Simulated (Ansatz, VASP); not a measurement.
# AgCl: VASP beside Ansatz, part 2 of 2

One calculation is typed for both programs; each brings its own data sets. How far apart do they land? The cell is taken from a series of runs on this material, whose earlier steps may have relaxed, scaled, displaced or heated it; both programs get it as it stands.

VASP 6.6.1 and Ansatz 0.2.0.

So far: Set-up; Ansatz: zone-centre phonons, r2SCAN.

**3. VASP: zone-centre phonons, r2SCAN**

Level of this step: r2SCAN; plane waves and PAW (Ag, Cl) (VASP).

The same cell, functional and mesh now go to VASP, with its own data sets.

Lines of VASP's logs that name or quote its potential files are left out, and so is its time.

INCAR

```
SYSTEM = AgCl
PREC = Accurate
ENCUT = 550
EDIFF = 1E-08
NELM = 120
ISMEAR = 0
SIGMA = 0.01
LREAL = .FALSE.
ALGO = Normal
METAGGA = R2SCAN
LASPH = .TRUE.
NBANDS = 15
LORBIT = 11
LWAVE = .FALSE.
LCHARG = .FALSE.
ISIF = 2
IBRION = 6
NFREE = 2
POTIM = 0.015
NSW = 1
GGA_COMPAT = .FALSE.
EFERMI = MIDGAP
LMIXTAU = .TRUE.
KPAR = 2
```

POSCAR

```
AgCl
1.0
    0.0000000000      2.7726931745      2.7726931745
    2.7726931745      0.0000000000      2.7726931745
    2.7726931745      2.7726931745      0.0000000000
Ag Cl
1 1
Direct
    0.0000000000      0.0000000000      0.0000000000
    0.5000000000      0.5000000000      0.5000000000
```

KPOINTS

```
Automatic mesh
0
Gamma
8 8 8
0 0 0
```

The projector-augmented-wave data sets are Ag and Cl (PBE family, release 64).

Launch:

```
mpirun -np 2 vasp_std
```

Numbers of over 12 decimals in the logs are rounded to 6 here.

The log of the run:

```text
[banner, memory and clock lines left out]
running    2 mpi-ranks, on    1 nodes
 distrk:  each k-point on    1 cores,    2 groups
 distr:  one band on    1 cores,    1 groups

 POSCAR found type information on POSCAR AgCl
 POSCAR found :  2 types and       2 ions
|                                                                             |
|               ----> ADVICE to this user running VASP <----                  |
|                                                                             |
|     You enforced a specific xc type in the INCAR file but a different       |
|     [... a line on the potential file left out ...]
|     I HOPE YOU KNOW WHAT YOU ARE DOING!                                     |
|                                                                             |

 LDA part: xc-table for (None), standard interpolation
 POSCAR, INCAR and KPOINTS ok, starting setup
 FFT: planning ... GRIDC
 FFT: planning ... GRID_SOFT
 FFT: planning ... GRID
 WAVECAR not read
 entering main loop
       N       E                     dE             d eps       ncg     rms          rms(c)
DAV:   1     0.760005020427E+02    0.76001E+02   -0.91274E+03   878   0.116E+03
DAV:   2    -0.296940415593E+02   -0.10569E+03   -0.97984E+02  1073   0.240E+02
DAV:   3    -0.336852201887E+02   -0.39912E+01   -0.39795E+01  1024   0.496E+01
DAV:   4    -0.337137256812E+02   -0.28505E-01   -0.28501E-01  1150   0.458E+00
DAV:   5    -0.337141516167E+02   -0.42594E-03   -0.42593E-03  1052   0.557E-01    0.650E+00
DAV:   6    -0.286172975136E+02    0.50969E+01   -0.40977E+00   877   0.224E+01    0.657E+00
DAV:   7    -0.286554549886E+02   -0.38157E-01   -0.20669E-01  1003   0.534E+00    0.396E+00
DAV:   8    -0.285826907469E+02    0.72764E-01   -0.21508E-01   891   0.466E+00    0.114E+00
DAV:   9    -0.286401607890E+02   -0.57470E-01   -0.46929E-02   905   0.221E+00    0.450E-01
DAV:  10    -0.286423631115E+02   -0.22023E-02   -0.45981E-03   996   0.873E-01    0.221E-01
DAV:  11    -0.286429309466E+02   -0.56784E-03   -0.43985E-03   989   0.553E-01    0.118E-01
DAV:  12    -0.286430534044E+02   -0.12246E-03   -0.12321E-03   933   0.317E-01    0.526E-02
DAV:  13    -0.286432264138E+02   -0.17301E-03   -0.36877E-04   926   0.254E-01    0.548E-02
DAV:  14    -0.286433285527E+02   -0.10214E-03   -0.45716E-05   996   0.761E-02    0.299E-02
DAV:  15    -0.286433318187E+02   -0.32660E-05   -0.27213E-05  1080   0.576E-02    0.620E-03
DAV:  16    -0.286433293351E+02    0.24836E-05   -0.29977E-06  1010   0.189E-02    0.172E-03
DAV:  17    -0.286433295433E+02   -0.20825E-06   -0.10735E-07  1171   0.326E-03    0.153E-03
DAV:  18    -0.286433307673E+02   -0.12240E-05   -0.94183E-08   996   0.310E-03    0.898E-04
DAV:  19    -0.286433309852E+02   -0.21784E-06   -0.11473E-07   940   0.327E-03    0.103E-03
DAV:  20    -0.286433309241E+02    0.61088E-07   -0.96979E-09   708   0.108E-03    0.795E-04
DAV:  21    -0.286433310525E+02   -0.12846E-06   -0.22094E-09   533   0.449E-04    0.321E-04
DAV:  22    -0.286433310450E+02    0.75304E-08   -0.15759E-09   491   0.303E-04
   1 F= -.28643331E+02 E0= -.28643331E+02  d E =0.000000E+00
[...]
2 F= -.28643188E+02 E0= -.28643188E+02  d E =0.000000E+00
[...]
3 F= -.28643188E+02 E0= -.28643188E+02  d E =0.000000E+00
[...]
4 F= -.28643187E+02 E0= -.28643187E+02  d E =0.000000E+00
 Finite differences progress:
  Degree of freedom:   2/  2
  Displacement:        1/  2
  Total:               3/  4
 bond charge predicted
       N       E                     dE             d eps       ncg     rms          rms(c)
DAV:   1    -0.286364494575E+02    0.67371E-02   -0.10897E+00  1770   0.626E+00    0.266E-01
DAV:   2    -0.286433658499E+02   -0.69164E-02   -0.57850E-02  2022   0.176E+00    0.646E-02
DAV:   3    -0.286430946397E+02    0.27121E-03   -0.66362E-04  2197   0.245E-01    0.498E-02
DAV:   4    -0.286430270111E+02    0.67629E-04   -0.56708E-04  1826   0.202E-01    0.295E-02
DAV:   5    -0.286431094687E+02   -0.82458E-04   -0.34259E-04  1798   0.182E-01    0.179E-02
DAV:   6    -0.286431818719E+02   -0.72403E-04   -0.78533E-05  1847   0.792E-02    0.799E-03
DAV:   7    -0.286431822948E+02   -0.42287E-06   -0.26966E-06  2358   0.166E-02    0.802E-03
DAV:   8    -0.286431854509E+02   -0.31562E-05   -0.23974E-06  1847   0.159E-02    0.353E-03
DAV:   9    -0.286431865578E+02   -0.11068E-05   -0.32995E-07  2246   0.538E-03    0.363E-04
DAV:  10    -0.286431865851E+02   -0.27333E-07   -0.48232E-08  1959   0.223E-03    0.582E-04
DAV:  11    -0.286431865800E+02    0.50743E-08   -0.10698E-09  1396   0.304E-04
   5 F= -.28643187E+02 E0= -.28643187E+02  d E =0.000000E+00
 Finite differences progress:
  Degree of freedom:   2/  2
  Displacement:        2/  2
  Total:               4/  4
```

From OUTCAR (step 3):

```text
ion  position               nearest neighbor table
   1  0.000  0.000  0.000-   2 2.77   2 2.77   2 2.77   2 2.77   2 2.77   2 2.77
   2  0.500  0.500  0.500-   1 2.77   1 2.77   1 2.77   1 2.77   1 2.77   1 2.77

  LATTYP: Found a face centered cubic cell.
 ALAT       =     5.5453863490

 Subroutine GETGRP returns: Found 48 space group operations
 (whereof 48 operations were pure point group operations)

The static configuration has the point symmetry O_h .

 Found     29 irreducible k-points:

   k-points           NKPTS =     29   k-points in BZ     NKDIM =     29   number of bands    NBANDS=     15

   dimension x,y,z NGX =    30 NGY =   30 NGZ =   30
   dimension x,y,z NGXF=    60 NGYF=   60 NGZF=   60

   ENCUT  =  550.0 eV  40.42 Ry    6.36 a.u.   7.50  7.50  7.50*2*pi/ulx,y,z

   NELECT =      18.0000    total number of electrons

 k-points in reciprocal lattice and weights: Automatic mesh
   0.00000000  0.00000000  0.00000000       0.002
   0.12500000  0.00000000  0.00000000       0.016
   0.25000000  0.00000000  0.00000000       0.016
   0.37500000  0.00000000  0.00000000       0.016
   0.50000000  0.00000000  0.00000000       0.008
   0.12500000  0.12500000  0.00000000       0.012
   0.25000000  0.12500000  0.00000000       0.047
   0.37500000  0.12500000  0.00000000       0.047
   0.50000000  0.12500000  0.00000000       0.047
[...]
-0.37500000  0.50000000  0.12500000       0.023
  -0.25000000  0.50000000  0.25000000       0.012

 average (electrostatic) potential at core
       1 -78.1393       2 -94.8170

 E-fermi :   4.2543

 k-point     1 :       0.0000    0.0000    0.0000
  band No.  band energies     occupation
    ...
      5       1.1088      2.00000
      6       1.1357      2.00000
      7       1.1357      2.00000
      8       1.1598      2.00000
      9       1.1947      2.00000
     10       4.9660      0.00000
     11      14.8799      0.00000
     12      14.8801      0.00000
     13      14.8801      0.00000
     14      16.3093      0.00000
    ...

 k-point     2 :       0.1250    0.0000    0.0000
  band No.  band energies     occupation
    ...
      5       1.1632      2.00000
      6       1.1633      2.00000
      7       1.3811      2.00000
      8       1.9506      2.00000
      9       1.9526      2.00000
     10       5.6527      0.00000
     11      13.5017      0.00000
     12      14.6093      0.00000
     13      14.6097      0.00000
     14      16.2556      0.00000
    ...

 k-point     3 :       0.2500    0.0000    0.0000
  band No.  band energies     occupation
    ...
      5       1.2872      2.00000
      6       1.2872      2.00000
      7       1.5490      2.00000
      8       2.7300      2.00000
      9       2.7308      2.00000
     10       6.9748      0.00000
     11      11.8604      0.00000
     12      13.3513      0.00000
     13      13.3519      0.00000
     14      16.4205      0.00000
    ...

  Total       -0.0179440     -0.0209759     -0.0209759     -0.0000000      0.0000000      0.0000000
  in kB       -0.6743642     -0.7883079     -0.7883079     -0.0000000      0.0000000      0.0000000
  external PRESSURE =      -0.7503267 kB  Pullay stress =       0.0000000 kB

  energy-cutoff  :      550.00
  volume of cell :       42.63
      direct lattice vectors                 reciprocal lattice vectors
     0.000000000  2.772693175  2.772693175    -0.180330087  0.180330087  0.180330087
     2.772693175  0.000000000  2.772693175     0.180330087 -0.180330087  0.180330087
     2.772693175  2.772693175  0.000000000     0.180330087  0.180330087 -0.180330087

 POSITION                                       TOTAL-FORCE (eV/Angst)
 -----------------------------------------------------------------------------------
      0.00000      0.00000      0.00000        -0.019569      0.000000      0.000000
      2.75769      2.77269      2.77269         0.019569      0.000000      0.000000
 -----------------------------------------------------------------------------------
    total drift:                               -0.000277     -0.000000      0.000000

  FREE ENERGIE OF THE ION-ELECTRON SYSTEM (eV)
  ---------------------------------------------------
  free  energy   TOTEN  =       -28.6431865800 eV

  energy  without entropy=      -28.6431865800  energy(sigma->0) =      -28.64318658

 Eigenvectors and eigenvalues of the dynamical matrix
 ----------------------------------------------------

   1 f  =    3.451819 THz    21.688416 2PiTHz  115.140276 cm-1    14.275568 meV
             X         Y         Z           dx          dy          dz
      0.000000  0.000000  0.000000     0.000000    0.496215    0.000000
      2.772693  2.772693  2.772693     0.000000   -0.868200    0.000000

   2 f  =    3.451819 THz    21.688416 2PiTHz  115.140276 cm-1    14.275568 meV
             X         Y         Z           dx          dy          dz
      0.000000  0.000000  0.000000    -0.496215    0.000000    0.000000
      2.772693  2.772693  2.772693     0.868200    0.000000    0.000000

   3 f  =    3.451819 THz    21.688416 2PiTHz  115.140276 cm-1    14.275568 meV
             X         Y         Z           dx          dy          dz
      0.000000  0.000000  0.000000     0.000000    0.000000   -0.496215
      2.772693  2.772693  2.772693     0.000000    0.000000    0.868200

   4 f/i=    0.004557 THz     0.028634 2PiTHz    0.152015 cm-1     0.018847 meV
             X         Y         Z           dx          dy          dz
      0.000000  0.000000  0.000000     0.868200    0.000000    0.000000
      2.772693  2.772693  2.772693     0.496215    0.000000    0.000000

   5 f/i=    0.004557 THz     0.028634 2PiTHz    0.152015 cm-1     0.018847 meV
             X         Y         Z           dx          dy          dz
      0.000000  0.000000  0.000000     0.000000   -0.868200    0.000000
      2.772693  2.772693  2.772693     0.000000   -0.496215    0.000000

   6 f/i=    0.004557 THz     0.028634 2PiTHz    0.152015 cm-1     0.018847 meV
             X         Y         Z           dx          dy          dz
      0.000000  0.000000  0.000000     0.000000    0.000000    0.868200
      2.772693  2.772693  2.772693     0.000000    0.000000    0.496215

 ELASTIC MODULI CONTR FROM IONIC RELAXATION (kBar)
 Direction    XX          YY          ZZ          XY          YZ          ZX
 --------------------------------------------------------------------------------
 XX           0.0000      0.0000      0.0000      0.0000      0.0000      0.0000
 YY           0.0000      0.0000      0.0000      0.0000      0.0000      0.0000
 ZZ           0.0000      0.0000      0.0000      0.0000      0.0000      0.0000
 XY           0.0000      0.0000      0.0000      0.0000      0.0000      0.0000
 YZ           0.0000      0.0000      0.0000      0.0000      0.0000      0.0000
 ZX           0.0000      0.0000      0.0000      0.0000      0.0000      0.0000
 --------------------------------------------------------------------------------

 total charge
# of ion       s       p       d       tot
------------------------------------------
    1        0.191   0.133   9.392   9.716
    2        1.609   3.517   0.000   5.126
--------------------------------------------------
tot          1.801   3.650   9.392  14.842

[... 3 further parts left out ...]
```

CONTCAR:

```
AgCl
   1.00000000000000
     0.0000000000000000    2.7726931745000001    2.7726931745000001
     2.7726931745000001    0.0000000000000000    2.7726931745000001
     2.7726931745000001    2.7726931745000001    0.0000000000000000
  Ag              Cl
     1     1
Direct
     0.0000000000000000    0.0000000000000000    0.0000000000000000
     0.5027049512975241    0.4972950487024759    0.4972950487024759
```

Levels, forces or a CONTCAR printed for this step are those of its last displaced cell, not of the structure at rest.

**4. Side by side**

Known differences besides the potentials themselves: VASP keeps PBE cores, Ansatz makes them for the functional; fixed occupations in Ansatz, narrow Gaussian smearing in VASP; the data sets hold 26 valence electrons in Ansatz (on its default PAW (the set named soft_2) files) and 18 in VASP; the cutoff is 500 eV in Ansatz and 550 eV in VASP; VASP uses finite displacements, Ansatz perturbation theory. Total energies have different zeros and are not compared.

The two programs side by side:

```tsv
quantity	Ansatz	VASP	difference
optical mode 1 to 3 (cm⁻¹)	115.3	115.1	+0.10 %
```

Modes are paired by rising frequency, not by their patterns, so a pair may set unlike modes beside each other; they are those without the splitting of longitudinal modes.

**5. What came out**

```
r.m.s. difference of the optical zone-centre modes, each program's sorted by frequency (zone-centre phonons, r2SCAN) : 0.12 cm⁻¹
```

The r.m.s. difference of the optical zone-centre modes, each program's sorted by frequency is 0.12 cm⁻¹ (zone-centre phonons, r2SCAN). The data sets hold unlike numbers of valence electrons (26 in Ansatz and 18 in VASP), so part of the differences may come from the potentials. Such differences can come from data sets, numerical settings and the points named under the comparisons, not from the functional's error against experiment.

[Lines on the potential files, build, host, timing and source positions are cut from VASP's logs without a mark.]

[Logs are printed without paths, hosts, clocks, repeated set-up lines and the standing remarks that a program may print on its own settings, such as how far it seeks lower states.]

[Hosts, paths, dates, database ids (printed as entryN), source tags and the programs' standing remarks are cut or masked in the printed files.]
